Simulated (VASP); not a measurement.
An input for Ansatz (written as the equivalent of a VASP run, and not itself run):

Ansatz 0.2 input:
```yaml
crystal:
  lattice:
    - [0.0000000, 3.1617730, 3.1617730]
    - [3.1617730, 0.0000000, 3.1617730]
    - [3.1617730, 3.1617730, 0.0000000]
  atoms:
    - { symbol: Ag, position: [0.0000000, 0.0000000, 0.0000000] }
    - { symbol: I, position: [0.7500000, 0.7500000, 0.7500000] }
kpoints:
  mp_grid: { grid: [9, 9, 9] }
hamiltonian:
  xc: pbe
  pseudopotentials: { kind: paw }
scf:
  occupations: { method: fermi_dirac, width: 0.01 }
  max_iter: 100
output: { forces: true, stress: true, eigenvalues: true }
```

Question: Translate this input to VASP (INCAR, KPOINTS, POSCAR, choice of POTCAR).

Answer: Several could match; the one computed here: 
**INCAR**
```
ALGO = Normal
EDIFF = 1E-6
ENCUT = 300
GGA = PE
ISIF = 2
ISMEAR = -1
LASPH = .TRUE.
LCHARG = .FALSE.
LMAXMIX = 4
LREAL = .FALSE.
LWAVE = .FALSE.
NELM = 100
PREC = Accurate
SIGMA = 0.01
SYSTEM = AgI
```

KPOINTS:
```
kpoints
0
Gamma
  9 9 9
0 0 0
```

POSCAR:
```
AgI
1
    0.0000000000     3.1617730000     3.1617730000
    3.1617730000     0.0000000000     3.1617730000
    3.1617730000     3.1617730000     0.0000000000
Ag I
1 1
Direct
  0.0000000000   0.0000000000   0.0000000000
  0.7500000000   0.7500000000   0.7500000000
```

POTCAR, in this order: Ag I (PBE.64 set). Program: vasp_std.

What does not carry over: each code has its own PAW files, so the cut-off isn't converted (ENCUT is set for VASP's; basis.ecutwfc is left out, and Ansatz then takes the one that its files recommend); Ansatz stops its SCF on the density residual and VASP on the energy change (EDIFF).

The structure comes from a computed database's AgI entry; how it stands against other phases isn't given here. The cell was not relaxed at this level, and its volume differs by -5.9 % from the start's.
